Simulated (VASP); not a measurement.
VASP ran on this input.

INCAR:
```
! general
SYSTEM     =  FeAl
PREC       =  Accurate
ENCUT      =  400   ! plane-wave cut-off (eV)
LREAL      =  .FALSE.
LASPH      =  .TRUE.

! electronic loop
EDIFF      =  1E-6   ! SCF stop (eV)
NELM       =  100   ! most electronic steps
ALGO       =  Normal   ! blocked Davidson
LMAXMIX    =  2   ! l cut-off of mixed one-centre charges

! smearing
ISMEAR     =  1
SIGMA      =  0.1

! functional
GGA        =  PE   ! PBE

! DFT+U
LDAU       =  .TRUE.
LDAUTYPE   =  2   ! Dudarev
LDAUL      =  -1 2
LDAUU      =  0 5.0
LDAUJ      =  0 0
LDAUPRINT  =  1

! ions
ISIF       =  2   ! forces and stress, cell fixed

! output
LWAVE      =  .FALSE.
LCHARG     =  .FALSE.
LORBIT     =  10
```

**KPOINTS**
```
Automatic mesh
0
Gamma
11 11 11
0 0 0
```

POSCAR:
```
FeAl
2.910
  1.0000000000   0.0000000000   0.0000000000
  0.0000000000   1.0000000000   0.0000000000
  0.0000000000   0.0000000000   1.0000000000
Al Fe
1 1
direct
  0.5000000000   0.5000000000   0.5000000000
  0.0000000000   0.0000000000   0.0000000000
```

POTCAR, in this order: Al Fe (PBE.64 set). Program: vasp_std.

Q: Translate this PBE+U calculation to Quantum ESPRESSO's pw.x.

A: One equivalent input (not run):
```
&CONTROL
  calculation = 'scf'
  pseudo_dir = './pseudo'
  outdir = './out'
  tprnfor = .true.
  tstress = .true.
/
&SYSTEM
  ibrav = 0
  nat = 2
  ntyp = 2
  ecutwfc = 90
  occupations = 'smearing'
  smearing = 'methfessel-paxton'
  degauss = 0.00735
  input_dft = 'pbe'
/
&ELECTRONS
  conv_thr = 7.3e-08
  electron_maxstep = 100
/
ATOMIC_SPECIES
  Al 26.982 Al.upf
  Fe 55.845 Fe.upf
CELL_PARAMETERS angstrom
     2.9100000    0.0000000    0.0000000
     0.0000000    2.9100000    0.0000000
     0.0000000    0.0000000    2.9100000
ATOMIC_POSITIONS crystal
  Al   0.5000000  0.5000000  0.5000000
  Fe   0.0000000  0.0000000  0.0000000
K_POINTS automatic
  11 11 11 0 0 0
HUBBARD {ortho-atomic}
U Fe-3d 5
```
What does not carry over: the potentials are each code's own (VASP's PAW set, PseudoDojo norm-conserving files in pw.x), so ENCUT and ecutwfc are chosen apart and not converted; conv_thr bounds pw.x's estimated SCF error, while EDIFF bounds the energy change between steps; the +U projectors differ (PAW spheres against orthogonalised atomic orbitals), so the same U acts differently.

The compound is FeAl in the CsCl type structure. The cell was not relaxed at this level. The run is one of a series of settings (LDAU = .TRUE., LDAUJ = 0 0, LDAUL = -1 2, LDAUTYPE = 2, LDAUU = 0 5.0, LMAXMIX = 2 against the base run), some of them coarse on purpose.
